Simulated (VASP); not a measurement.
Method: PBEsol GGA, VASP's PBE PAW potentials (set 64) (plane waves; VASP).

VASP input:

INCAR:
```
ALGO=Normal
EDIFF=1E-6
ENCUT=400
GGA=PS
ISIF=2
ISMEAR=0
LASPH=.TRUE.
LCHARG=.FALSE.
LMAXMIX=4
LREAL=.FALSE.
LWAVE=.FALSE.
NELM=100
PREC=Accurate
SIGMA=0.01
SYSTEM=Sr2BBrN2
```

**KPOINTS**
```
Automatic mesh
0
gamma
 5 5 5
0 0 0
```

### KPOINTS_OPT
```
k-points along high-symmetry lines
8
Line-mode
Reciprocal
  0.000000   0.000000   0.000000 ! GAMMA
  0.500000   0.500000   0.500000 ! T

  0.500000   0.500000   0.500000 ! T
  0.821247   0.178753   0.500000 ! H_2

  0.500000  -0.178753   0.178753 ! H_0
  0.500000   0.000000   0.000000 ! L

  0.500000   0.000000   0.000000 ! L
  0.000000   0.000000   0.000000 ! GAMMA

  0.000000   0.000000   0.000000 ! GAMMA
  0.339376  -0.339376   0.000000 ! S_0

  0.660624   0.000000   0.339376 ! S_2
  0.500000   0.000000   0.500000 ! F

  0.500000   0.000000   0.500000 ! F
  0.000000   0.000000   0.000000 ! GAMMA
```

**POSCAR**
```
Sr2BBrN2
1.0
  2.0746000000   1.1977710000   8.8958230000
 -2.0746000000   1.1977710000   8.8958230000
  0.0000000000  -2.3955420000   8.8958230000
Sr B Br N
2 1 1 2
Cart
 -0.0000000000  -0.0000000000   6.6141956295
 -0.0000000000  -0.0000000000  20.0732733705
  0.0000000000   0.0000000000  13.3437345000
  0.0000000000   0.0000000000   0.0000000000
  0.0000000000  -0.0000000000  11.9939356929
  0.0000000000   0.0000000000  14.6935333071
```

POTCAR, in this order: Sr_sv B Br N (PBE.64 set). Program: vasp_std.

Problem. What will the output report for the number of irreducible k-points (NKPTS), largest plane-wave count, number of space-group operations, FFT grid (NGX, NGY, NGZ)?

Solution. 
```
Quantity                                       Value
--------------------------------------  ------------
number of irreducible k-points (NKPTS)            19
largest plane-wave count                        2423
number of space-group operations                  12
FFT grid (NGX, NGY, NGZ)                60 × 60 × 60
```

The structure comes from a computed database's Sr2BBrN2 entry; how it stands against other phases isn't given here. The cell was not relaxed at this level.
